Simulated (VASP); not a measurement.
Input for VASP

File KPOINTS:
```
Automatic mesh
0
G
 10 10 10
```

**INCAR**
```
SYSTEM = Ca
PREC = Accurate; ENCUT = 520; LREAL = .False.
LASPH = .True.
EDIFF = 1E-6; NELM = 100; ALGO = Normal
ISMEAR = 1; SIGMA = 0.1
GGA = MK; LUSE_VDW = .True.; AGGAC = 0.0
PARAM1 = 0.1234; PARAM2 = 1.0
IBRION = 2; NSW = 60; ISIF = 3
EDIFFG = -0.01
LWAVE = .False.; LCHARG = .False.
```

File POSCAR:
```
Ca
1.0
  0.0000000000   2.7319699558   2.7319699558
  2.7319699558   0.0000000000   2.7319699558
  2.7319699558   2.7319699558   0.0000000000
Ca
1
Cart
  0.0000000000   0.0000000000   0.0000000000
```

POTCAR, in this order: Ca_sv (PBE.64 set). Program: vasp_std.

**Question.** Translate this optB86b-vdW calculation to Quantum ESPRESSO's pw.x.

**Answer.** One equivalent input (not run):
```
&CONTROL
  calculation = 'vc-relax'
  pseudo_dir = './pseudo'
  outdir = './out'
  tprnfor = .true.
  tstress = .true.
  nstep = 60
  forc_conv_thr = 0.00039
/
&SYSTEM
  ibrav = 0
  nat = 1
  ntyp = 1
  ecutwfc = 68
  occupations = 'smearing'
  smearing = 'methfessel-paxton'
  degauss = 0.00735
  input_dft = 'vdw-df-ob86'
/
&ELECTRONS
  conv_thr = 7.3e-08
  electron_maxstep = 100
/
&IONS
/
&CELL
/
ATOMIC_SPECIES
  Ca 40.078 Ca.upf
CELL_PARAMETERS angstrom
    -0.0000000    2.7319700    2.7319700
     2.7319700   -0.0000000    2.7319700
     2.7319700    2.7319700   -0.0000000
ATOMIC_POSITIONS crystal
  Ca   0.0000000  0.0000000  0.0000000
K_POINTS automatic
  10 10 10 0 0 0
```
What does not carry over: the potentials are each code's own (VASP's PAW set, PseudoDojo norm-conserving files in pw.x), so ENCUT and ecutwfc are chosen apart and not converted; conv_thr bounds pw.x's estimated SCF error, while EDIFF bounds the energy change between steps; forc_conv_thr acts on force components and is met together with etot_conv_thr.

The compound is Ca in the fcc structure. It was relaxed first, which changed the volume by -6 %. The start is the result of an earlier pass.
